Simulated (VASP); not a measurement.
Computed with LDA (Ceperley-Alder, Perdew-Zunger), VASP's LDA PAW potentials (set 64) (plane waves; VASP).

VASP ran on this input.

POSCAR:
```
CaB6
1.0
  3.8975023300   0.0000000000   0.0000000000
  0.0000000000   3.8975023300   0.0000000000
  0.0000000000   0.0000000000   3.8975023300
Ca B
1 6
Cart
  0.0000000000   0.0000000000   3.8975023300
  3.1215122687   1.9487511650   1.9487511650
  1.9487511650   0.7759900613   1.9487511650
  1.9487511650   3.1215122687   1.9487511650
  0.7759900613   1.9487511650   1.9487511650
  1.9487511650   1.9487511650   3.1215122687
  1.9487511650   1.9487511650   0.7759900613
```

### INCAR
```
LASPH = .TRUE.
EDIFF = 1E-6
EDIFFG = -0.02
SYSTEM = CaB6
PREC = Accurate
ISIF = 3
PSTRESS = 300   # kbar
SIGMA = 0.1   # width (eV)
LCHARG = .FALSE.
IBRION = 2
ALGO = Normal
ENCUT = 620
NSW = 40   # most ionic steps
NELM = 100
ISMEAR = 1   # Methfessel-Paxton
LWAVE = .FALSE.
LREAL = .FALSE.
```

File KPOINTS:
```
Automatic mesh
0
Gamma
8 8 8
0 0 0
```

POTCAR, in this order: Ca_sv B (LDA.64 set). Program: vasp_std.

The resulting files:

### OSZICAR
```
       N       E                     dE             d eps       ncg     rms          rms(c)
DAV:   1     0.196063817142E+03    0.19606E+03   -0.15538E+04  1260   0.173E+03
DAV:   2    -0.480937395393E+02   -0.24416E+03   -0.23803E+03  1642   0.379E+02
DAV:   3    -0.563952429797E+02   -0.83015E+01   -0.82349E+01  1796   0.714E+01
DAV:   4    -0.566443902639E+02   -0.24915E+00   -0.24901E+00  2094   0.955E+00
DAV:   5    -0.566468392510E+02   -0.24490E-02   -0.24482E-02  1748   0.848E-01    0.114E+01
DAV:   6    -0.501346967164E+02    0.65121E+01   -0.11216E+01  1602   0.235E+01    0.547E+00
DAV:   7    -0.490957465222E+02    0.10390E+01   -0.75025E+00  1674   0.138E+01    0.158E+00
DAV:   8    -0.491114294597E+02   -0.15683E-01   -0.12931E+00  1742   0.773E+00    0.950E-01
DAV:   9    -0.490669514121E+02    0.44478E-01   -0.17413E-01  1716   0.242E+00    0.183E-01
DAV:  10    -0.490674598482E+02   -0.50844E-03   -0.23330E-02  1966   0.811E-01    0.148E-01
DAV:  11    -0.490674587292E+02    0.11190E-05   -0.83005E-04  1568   0.211E-01    0.819E-02
DAV:  12    -0.490673797318E+02    0.78997E-04   -0.24660E-04  1726   0.117E-01    0.275E-02
DAV:  13    -0.490673642673E+02    0.15464E-04   -0.11588E-04  1700   0.669E-02    0.339E-03
DAV:  14    -0.490673644304E+02   -0.16309E-06   -0.55004E-06  1490   0.186E-02
   1 F= -.37981493E+02 E0= -.37981598E+02  d E =-.379815E+02
       N       E                     dE             d eps       ncg     rms          rms(c)
DAV:   1    -0.490684060278E+02   -0.10418E-02   -0.22431E-01  1336   0.280E+00    0.200E-01
DAV:   2    -0.490669556952E+02    0.14503E-02   -0.67730E-03  1740   0.565E-01    0.960E-02
DAV:   3    -0.490666248913E+02    0.33080E-03   -0.23733E-03  1458   0.254E-01    0.190E-02
DAV:   4    -0.490666211584E+02    0.37330E-05   -0.25369E-04  1474   0.102E-01    0.153E-02
DAV:   5    -0.490666183458E+02    0.28126E-05   -0.30118E-05  1486   0.334E-02    0.343E-03
DAV:   6    -0.490666177502E+02    0.59552E-06   -0.31060E-06  1498   0.129E-02
   2 F= -.37977995E+02 E0= -.37978173E+02  d E =0.349884E-02
       N       E                     dE             d eps       ncg     rms          rms(c)
DAV:   1    -0.490693245721E+02   -0.27062E-02   -0.14197E-01  1324   0.223E+00    0.160E-01
DAV:   2    -0.490683789845E+02    0.94559E-03   -0.43399E-03  1716   0.451E-01    0.756E-02
DAV:   3    -0.490681764616E+02    0.20252E-03   -0.13246E-03  1406   0.192E-01    0.151E-02
DAV:   4    -0.490681756314E+02    0.83027E-06   -0.12284E-04  1534   0.718E-02    0.112E-02
DAV:   5    -0.490681746615E+02    0.96990E-06   -0.13083E-05  1452   0.219E-02    0.255E-03
DAV:   6    -0.490681743432E+02    0.31823E-06   -0.14670E-06   940   0.925E-03
   3 F= -.37981740E+02 E0= -.37981869E+02  d E =-.246212E-03
```

**OUTCAR**
```
------------------------ aborting loop because EDIFF is reached ----------------------------------------
  FORCE on cell =-STRESS in cart. coord.  units (eV):
  Direction    XX          YY          ZZ          XY          YZ          ZX
  --------------------------------------------------------------------------------------
  Total       11.1207230     11.1207230     11.1207230      0.0000000      0.0000000     -0.0000000
  in kB      300.9278440    300.9278440    300.9278440      0.0000000      0.0000000     -0.0000000
  external PRESSURE =       0.9278440 kB  Pullay stress =     300.0000000 kB
  volume of cell :       59.21
      direct lattice vectors                 reciprocal lattice vectors
     3.897568390  0.000000000  0.000000000     0.256570225 -0.000000000  0.000000000
     0.000000000  3.897568390 -0.000000000    -0.000000000  0.256570225 -0.000000000
    -0.000000000  0.000000000  3.897568390    -0.000000000  0.000000000  0.256570225
 POSITION                                       TOTAL-FORCE (eV/Angst)
 -----------------------------------------------------------------------------------
      3.89757      0.00000      0.00000        -0.000000      0.000000      0.000000
      3.12066      1.94878      1.94878         0.000130      0.000000      0.000000
      1.94878      0.77691      1.94878        -0.000000     -0.000130      0.000000
      1.94878      3.12066      1.94878         0.000000      0.000130      0.000000
      0.77691      1.94878      1.94878        -0.000130     -0.000000      0.000000
      1.94878      1.94878      3.12066        -0.000000      0.000000      0.000130
      1.94878      1.94878      0.77691         0.000000     -0.000000     -0.000130
 -----------------------------------------------------------------------------------
    total drift:                                0.000000     -0.000000     -0.000000
  FREE ENERGIE OF THE ION-ELECTRON SYSTEM (eV)
  ---------------------------------------------------
  free  energy   TOTEN  =       -49.0681743432 eV

  energy  without entropy=      -49.0685624771  energy(sigma->0) =      -49.06830372
  enthalpy is  TOTEN    =       -37.9817395872 eV   P V=       11.0864347560

 reached required accuracy - stopping structural energy minimisation
```
(Selected blocks of OUTCAR.)

**CONTCAR**
```
CaB6
   1.00000000000000
     3.8975683897505995    0.0000000000000000    0.0000000000000000
     0.0000000000000000    3.8975683897505995   -0.0000000000000000
    -0.0000000000000000    0.0000000000000000    3.8975683897505995
  Ca              B
     1     6
Direct
     1.0000000000000000    0.0000000000000000    0.0000000000000000
     0.8006684559622248    0.5000000000000000    0.5000000000000000
     0.5000000000000000    0.1993315440377752    0.5000000000000000
     0.5000000000000000    0.8006684559622248    0.5000000000000000
     0.1993315440377752    0.5000000000000000    0.5000000000000000
     0.5000000000000000    0.5000000000000000    0.8006684559622248
     0.5000000000000000    0.5000000000000000    0.1993315440377752
```

The compound is CaB6 in the cab6 structure. This run relaxes it under an external pressure of 30 GPa. Symmetry was kept, so distortions that lower it aren't found.
